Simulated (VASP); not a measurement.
Output of a VASP run:

### OUTCAR
```
 ion  position               nearest neighbor table
   1  0.000  0.000  0.250-   3 1.40   3 1.40   3 1.40
   2  0.000  0.000  0.750-   4 1.40   4 1.40   4 1.40
   3  0.333  0.667  0.250-   1 1.40   1 1.40   1 1.40
   4  0.667  0.333  0.750-   2 1.40   2 1.40   2 1.40
  LATTYP: Found a hexagonal cell.
 ALAT       =     2.4169725197
 C/A-ratio  =     3.2128278295
 Subroutine PRICEL returns:
 Original cell was already a primitive cell.
 Subroutine GETGRP returns: Found 24 space group operations
The static configuration has the point symmetry D_3d.
 The point group associated with its full space group is D_6h.
The dynamic configuration has the point symmetry D_3d.
 Subroutine INISYM returns: Found 24 space group operations
 Subroutine IBZKPT returns following result:
 Found     28 irreducible k-points:

 Following reciprocal coordinates:
            Coordinates               Weight
  0.000000  0.000000  0.000000      1.000000
  0.100000 -0.000000  0.000000      6.000000
  0.200000 -0.000000  0.000000      6.000000
  0.300000 -0.000000  0.000000      6.000000
  0.400000  0.000000  0.000000      6.000000
  0.500000 -0.000000  0.000000      3.000000
  0.100000  0.100000  0.000000      6.000000
  0.200000  0.100000  0.000000     12.000000
  0.300000  0.100000  0.000000     12.000000
  0.400000  0.100000  0.000000     12.000000
  0.200000  0.200000  0.000000      6.000000
  0.300000  0.200000  0.000000     12.000000
  0.400000  0.200000  0.000000      6.000000
  0.300000  0.300000  0.000000      6.000000
  0.000000  0.000000  0.333333      2.000000
  0.100000 -0.000000  0.333333     12.000000
  0.200000 -0.000000  0.333333     12.000000
  0.300000 -0.000000  0.333333     12.000000
  0.400000  0.000000  0.333333     12.000000
  0.500000 -0.000000  0.333333      6.000000
  0.100000  0.100000  0.333333     12.000000
  0.200000  0.100000  0.333333     24.000000
  0.300000  0.100000  0.333333     24.000000
  0.400000  0.100000  0.333333     24.000000
  0.200000  0.200000  0.333333     12.000000
  0.300000  0.200000  0.333333     24.000000
  0.400000  0.200000  0.333333     12.000000
  0.300000  0.300000  0.333333     12.000000
   k-points           NKPTS =     28   k-points in BZ     NKDIM =     28   number of bands    NBANDS=     12
   number of dos      NEDOS =    301   number of ions     NIONS =      4
   total plane-waves  NPLWV =  19440
   dimension x,y,z NGX =    18 NGY =   18 NGZ =   60
   dimension x,y,z NGXF=    36 NGYF=   36 NGZF=  120
   ions per type =               4
   PREC   = accura    normal or accurate (medium, high low for compatibility)
   ISTART =      0    job   : 0-new  1-cont  2-samecut
   ICHARG =      2    charge: 1-file 2-atom 10-const
   ISPIN  =      1    spin polarized calculation?
   LNONCOLLINEAR =      F non collinear calculations
   LSORBIT =      F    spin-orbit coupling
   INIWAV =      1    electr: 0-lowe 1-rand  2-diag
   ENCUT  =  520.0 eV  38.22 Ry    6.18 a.u.   4.49  4.49 14.44*2*pi/ulx,y,z
   NELM   =    100;   NELMIN=  2; NELMDL= -5     # of ELM steps
   EDIFF  = 0.1E-06   stopping-criterion for ELM
   LREAL  =      F    real-space projection
   NLSPLINE    = F    spline interpolate recip. space projectors
   LMAXMIX     =    2 max onsite mixed and CHGCAR
   VOSKOWN=      0    Vosko Wilk Nusair interpolation
   EDIFFG = -.1E-01   stopping-criterion for IOM
   NSW    =     30    number of steps for IOM
   NBLOCK =      1;   KBLOCK =     30    inner block; outer block
   IBRION =      2    ionic relax: 0-MD 1-quasi-New 2-CG
   NFREE  =      1    steps in history (QN), initial steepest desc. (CG)
   ISIF   =      4    stress and relaxation
   ISYM   =      2    0-nonsym 1-usesym 2-fastsym
   TEIN   =    0.0    initial temperature
   TEBEG  =    0.0;   TEEND  =   0.0 temperature during run
   SMASS  =  -3.00    Nose mass-parameter (am)
   PSTRESS=    0.0 pullay stress
   NELECT =      16.0000    total number of electrons
...
```

**OSZICAR**
```
       N       E                     dE             d eps       ncg     rms          rms(c)
DAV:   1     0.600915313061E+02    0.60092E+02   -0.81508E+03   672   0.121E+03
DAV:   2    -0.345538284267E+02   -0.94645E+02   -0.86586E+02   988   0.235E+02
DAV:   3    -0.396556470165E+02   -0.51018E+01   -0.50468E+01   836   0.547E+01
DAV:   4    -0.397364093025E+02   -0.80762E-01   -0.80564E-01   860   0.763E+00
DAV:   5    -0.397386193345E+02   -0.22100E-02   -0.22080E-02   840   0.116E+00    0.963E+00
DAV:   6    -0.375150620562E+02    0.22236E+01   -0.21209E+00   812   0.103E+01    0.564E+00
DAV:   7    -0.367728200774E+02    0.74224E+00   -0.25097E+00   776   0.112E+01    0.159E+00
DAV:   8    -0.367871664019E+02   -0.14346E-01   -0.88684E-02   772   0.206E+00    0.167E-01
DAV:   9    -0.367868549080E+02    0.31149E-03   -0.19396E-03   832   0.354E-01    0.879E-02
DAV:  10    -0.367872413621E+02   -0.38645E-03   -0.66615E-04   792   0.205E-01    0.420E-02
DAV:  11    -0.367872481336E+02   -0.67715E-05   -0.11825E-05   904   0.295E-02    0.565E-03
DAV:  12    -0.367872500060E+02   -0.18724E-05   -0.13430E-06   824   0.107E-02    0.518E-03
DAV:  13    -0.367872500633E+02   -0.57307E-07   -0.33911E-07   844   0.562E-03
   1 F= -.36787250E+02 E0= -.36787250E+02  d E =-.367873E+02
       N       E                     dE             d eps       ncg     rms          rms(c)
DAV:   1    -0.373208193114E+02   -0.53357E+00   -0.18356E+01   672   0.374E+01    0.259E+00
DAV:   2    -0.370329190998E+02    0.28790E+00   -0.38494E-01   744   0.486E+00    0.151E+00
DAV:   3    -0.368973323392E+02    0.13559E+00   -0.38306E-01   788   0.432E+00    0.384E-01
DAV:   4    -0.368986074416E+02   -0.12751E-02   -0.19963E-02   764   0.993E-01    0.107E-01
DAV:   5    -0.368979380824E+02    0.66936E-03   -0.22078E-03   808   0.340E-01    0.264E-02
DAV:   6    -0.368979689543E+02   -0.30872E-04   -0.86836E-05   828   0.735E-02    0.206E-02
DAV:   7    -0.368979791442E+02   -0.10190E-04   -0.43904E-05   812   0.561E-02    0.655E-03
DAV:   8    -0.368979792598E+02   -0.11560E-06   -0.22213E-06   812   0.114E-02    0.147E-03
DAV:   9    -0.368979794848E+02   -0.22496E-06   -0.45719E-08   600   0.198E-03    0.106E-03
DAV:  10    -0.368979796195E+02   -0.13473E-06   -0.83261E-08   544   0.227E-03    0.243E-04
DAV:  11    -0.368979796074E+02    0.12089E-07   -0.11176E-08   528   0.101E-03
   2 F= -.36897980E+02 E0= -.36897980E+02  d E =-.110730E+00
       N       E                     dE             d eps       ncg     rms          rms(c)
DAV:   1    -0.369129561764E+02   -0.14977E-01   -0.46286E-01   672   0.581E+00    0.404E-01
DAV:   2    -0.369055906524E+02    0.73655E-02   -0.10129E-02   772   0.780E-01    0.238E-01
DAV:   3    -0.369019848777E+02    0.36058E-02   -0.11102E-02   780   0.725E-01    0.663E-02
DAV:   4    -0.369019785748E+02    0.63029E-05   -0.42424E-04   780   0.155E-01    0.270E-02
DAV:   5    -0.369019723787E+02    0.61961E-05   -0.35595E-05   820   0.526E-02    0.510E-03
DAV:   6    -0.369019735247E+02   -0.11459E-05   -0.19113E-06   848   0.106E-02    0.453E-03
DAV:   7    -0.369019742371E+02   -0.71237E-06   -0.16581E-06   792   0.114E-02    0.307E-04
DAV:   8    -0.369019742132E+02    0.23816E-07   -0.45994E-08   592   0.188E-03
   3 F= -.36901974E+02 E0= -.36901974E+02  d E =-.114724E+00
```

**OUTCAR**
```
------------------------ aborting loop because EDIFF is reached ----------------------------------------
  FORCE on cell =-STRESS in cart. coord.  units (eV):
  Direction    XX          YY          ZZ          XY          YZ          ZX
  --------------------------------------------------------------------------------------
  Total        0.2025643      0.2025642      0.2130818      0.0000000      0.0000000      0.0000000
  in kB        8.2611460      8.2611417      8.6900794      0.0000000      0.0000000      0.0000000
  external PRESSURE =       8.4041223 kB  Pullay stress =       0.0000000 kB
  volume of cell :       39.29
      direct lattice vectors                 reciprocal lattice vectors
     1.232880971 -2.135411926  0.000000000     0.405554155 -0.234146861  0.000000000
     1.232880971  2.135411926 -0.000000000     0.405554155  0.234146861 -0.000000000
     0.000000000  0.000000000  7.461058826     0.000000000  0.000000000  0.134029234
 POSITION                                       TOTAL-FORCE (eV/Angst)
 -----------------------------------------------------------------------------------
      0.00000      0.00000      1.86526         0.000000     -0.000000      0.000000
      0.00000      0.00000      5.59579         0.000000      0.000000      0.000000
      1.23288      0.71181      1.86526        -0.000000     -0.000000     -0.000000
      1.23288     -0.71181      5.59579         0.000000      0.000000      0.000000
 -----------------------------------------------------------------------------------
    total drift:                                0.000000     -0.000000      0.000000
  FREE ENERGIE OF THE ION-ELECTRON SYSTEM (eV)
  ---------------------------------------------------
  free  energy   TOTEN  =       -36.9019742132 eV

  energy  without entropy=      -36.9019742132  energy(sigma->0) =      -36.90197421

 reached required accuracy - stopping structural energy minimisation
```
(Selected blocks of OUTCAR.)

**POSCAR**
```
C
1
    1.2084864708    -2.0931594805     0.0000000000
    1.2084864708     2.0931594805     0.0000000000
    0.0000000000     0.0000000000     7.7653165745
C
4
Direct
  1.0000000000   0.0000000000   0.2500000000
  0.0000000000   1.0000000000   0.7500000000
  0.3333330000   0.6666670000   0.2500000000
  0.6666670000   0.3333330000   0.7500000000
```

Task: Reconstruct the remaining input files.

Result: One answer among several that fit: the input of the run itself, PBE GGA, plane waves, VASP's PBE PAW potentials (set 64).

### INCAR
```
ISMEAR  =  0   ! Gaussian
SIGMA  =  0.05   ! width (eV)
LASPH  =  T
ISIF  =  4   ! ions and shape, fixed volume
ALGO  =  Normal
GGA  =  PE   ! PBE
NELM  =  100
SYSTEM  =  C
NSW  =  30
LWAVE  =  F
EDIFFG  =  -0.01
EDIFF  =  1E-7
LREAL  =  F
PREC  =  Accurate
ENCUT  =  520   ! plane-wave cut-off (eV)
IBRION  =  2
LCHARG  =  F
```

KPOINTS:
```
Automatic
0
gamma
  10 10 3
```

POTCAR, in this order: C (PBE.64 set). Program: vasp_std.

Without a dispersion term in the relaxation, distances and binding between the weakly bound layers, chains or molecules are unreliable, and so is what depends on them.

The compound is C in the graphite structure. This cell is one point of a volume scan, at 0.94 of the reference volume. Symmetry was kept, so distortions that lower it aren't found.
